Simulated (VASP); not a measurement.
Here is a VASP 6.6.1 calculation.

The input POSCAR:

```
SiGe3O8
1.0
    4.3461715200      0.0000000000      0.0000000000
    0.0000000000      4.3461715200      2.8333233000
    0.0000000000     -4.3461715200      2.8333233000
Si Ge O
1 3 8
Direct
    0.5000000000      0.0000000000      0.5000000000
    0.5000000000      0.5000000000      0.0000000000
    0.0000000000      0.0000000000      0.0000000000
    0.0000000000      0.5000000000      0.5000000000
    0.6942292300      0.3471146200      0.6528853900
    0.6942292300      0.8471146200      0.1528853800
    0.8057707700      0.3471146200      0.1528853800
    0.8057707700      0.8471146200      0.6528853900
    0.3057707700      0.1528853900      0.8471146200
    0.3057707700      0.6528853900      0.3471146100
    0.1942292300      0.1528853800      0.3471146200
    0.1942292300      0.6528853900      0.8471146200
```

File INCAR.step1:

```
  PREC = Accurate
  ENCUT = 520
  EDIFF = 1E-6
  ISMEAR = 0
  SIGMA = 0.02
  LREAL = F
  LASPH = T
  NELM = 60
  ALGO = Fast
  ISIF = 2
  LWAVE = F
  LCHARG = T
  GGA = PS
  KPAR = 4
```

The input KPOINTS.step1:

```
Automatic mesh
0
Gamma
  8 7 7
```

INCAR.step2

```
  PREC = Accurate
  ENCUT = 520
  EDIFF = 1E-6
  ISMEAR = 0
  SIGMA = 0.05
  LREAL = F
  LASPH = T
  NELM = 60
  ALGO = Fast
  ISIF = 2
  LWAVE = F
  LCHARG = F
  GGA = PS
  ICHARG = 11
  KPAR = 4
```

File KPOINTS.step2:

```
path GXSRAZGYX1A1TY,ZT
15
line-mode
reciprocal
 0.0000000000  0.0000000000  0.0000000000  G
 0.0000000000  0.3562474588  0.3562474588  X

 0.0000000000  0.3562474588  0.3562474588  X
 0.0000000000  0.0000000000  0.5000000000  S

 0.0000000000  0.0000000000  0.5000000000  S
 0.5000000000  0.0000000000  0.5000000000  R

 0.5000000000  0.0000000000  0.5000000000  R
 0.5000000000  0.3562474588  0.3562474588  A

 0.5000000000  0.3562474588  0.3562474588  A
 0.5000000000  0.0000000000  0.0000000000  Z

 0.5000000000  0.0000000000  0.0000000000  Z
 0.0000000000  0.0000000000  0.0000000000  G

 0.0000000000  0.0000000000  0.0000000000  G
 0.0000000000 -0.5000000000  0.5000000000  Y

 0.0000000000 -0.5000000000  0.5000000000  Y
 0.0000000000 -0.3562474588  0.6437525412  X1

 0.0000000000 -0.3562474588  0.6437525412  X1
 0.5000000000 -0.3562474588  0.6437525412  A1

 0.5000000000 -0.3562474588  0.6437525412  A1
 0.5000000000 -0.5000000000  0.5000000000  T

 0.5000000000 -0.5000000000  0.5000000000  T
 0.0000000000 -0.5000000000  0.5000000000  Y

 0.5000000000  0.0000000000  0.0000000000  Z
 0.5000000000 -0.5000000000  0.5000000000  T
```

Potentials or basis: VASP PAW PBE potentials, release 64 (Si, Ge_d, O).

Launch:

```bash
$ cat potpaw_PBE.64/Si/POTCAR potpaw_PBE.64/Ge_d/POTCAR potpaw_PBE.64/O/POTCAR > POTCAR
$ cp INCAR.step1 INCAR
$ cp KPOINTS.step1 KPOINTS
$ mpirun -np 4 vasp_std > vasp.out
$ cp INCAR.step2 INCAR
$ cp KPOINTS.step2 KPOINTS
$ mpirun -np 4 vasp_std > vasp.out
```

(1) What does it give for the band gap along the path?

(2) What does it give for the band gap on the k mesh?

## Answers

(1) 2.54 eV, direct.

(2) 2.54 eV, direct.

Caveat: the log is that of the step along the path at fixed density, whose energy, stress, charges and moments have no meaning.
